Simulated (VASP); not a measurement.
Input:

```xyz
8
Lattice="4.6573 0.0000 0.0000 0.0000 4.6573 0.0000 0.0000 0.0000 4.6573" Properties=species:S:1:pos:R:3 pbc="T T T"
Fe     4.0293     2.9568     1.7006
Fe     1.7006     4.0293     2.9568
Fe     0.6281     0.6281     0.6281
Fe     2.9568     1.7006     4.0293
Ge     0.7372     1.5915     3.0659
Ge     3.0659     0.7372     1.5915
Ge     3.9202     3.9202     3.9202
Ge     1.5915     3.0659     0.7372
```
Starting moments (μB, in the order of the record's atoms Fe Fe Fe Fe Ge Ge Ge Ge): 1.1 1.1 1.1 1.1 -0.1 -0.1 -0.1 -0.1.

Computed with PBE GGA, VASP's PBE PAW potentials (set 64) (plane waves; VASP). Numerical set-up: 400 eV cut-off, 8×8×8 Γ-centred mesh, tetrahedra with Blöchl corrections, potentials Fe Ge_d.

Q: Predict the cell moment, energy per atom (σ→0), band gap (on the k-mesh) with the smallest direct gap where there is one.

A: 
| Quantity | Value |
|---|---|
| band gap (on the k-mesh) | none (metal, semimetal or under 0.01 eV) |
| cell moment | 4.12 μB |
| energy per atom (σ→0) | -6.477 eV/atom |

Q: Give the moment on each site (PAW-sphere projection).

A: 
```
site  moment (μB)
----  -----------
Fe1          1.14
Fe2          1.14
Fe3          1.14
Fe4          1.14
Ge5         -0.08
Ge6         -0.08
Ge7         -0.08
Ge8         -0.08
```

The compound is FeGe in the B20 structure. It was relaxed first.
